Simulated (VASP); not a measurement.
```
CELL_PARAMETERS angstrom
      1.83524    -3.17873     0.00000
      1.83524     3.17873     0.00000
      0.00000     0.00000     5.77465
ATOMIC_POSITIONS crystal
  Zr 0.00000 0.00000 0.00000
  S  0.33333 0.66667 0.25535
  S  0.66667 0.33333 0.74465
```

The numbers are results of PBE GGA with D3 dispersion (Becke-Johnson damping), VASP's PBE PAW potentials (set 64) (plane waves; VASP), not measurements. Numerical set-up: 520 eV cut-off, 7×7×4 Γ-centred mesh, Gaussian smearing of 0.050 eV, potentials Zr_sv S.

The ions and cell shape at fixed volume are relaxed. What does this cell relax into?

```
CELL_PARAMETERS angstrom
      1.82576    -3.16231     0.00000
      1.82576     3.16231     0.00000
      0.00000     0.00000     5.83476
ATOMIC_POSITIONS crystal
  Zr 0.00000 0.00000 0.00000
  S  0.33333 0.66667 0.24978
  S  0.66667 0.33333 0.75022
```
Space group P-3m1 (164), at a tolerance of 0.03 Å.

How much energy does the relaxation gain?

The energy (σ→0) changes by -3.8 meV/atom, in 5 ionic steps.

```tsv
step	E(σ→0) (eV)	max force (eV/Å)	pressure (GPa)	volume (Å³)
1	-22.4368	0.323	-2.73	67.38
2	-22.4445	0.152	-1.90	67.38
3	-22.4469	0.009	-1.12	67.38
4	-22.4480	0.001	-0.98	67.38
5	-22.4482	0.006	-0.88	67.38
```

The compound is ZrS2 in the 1T layered structure. This cell is one point of a volume scan, at 1.03 of the reference volume. Symmetry was kept, so distortions that lower it aren't found.
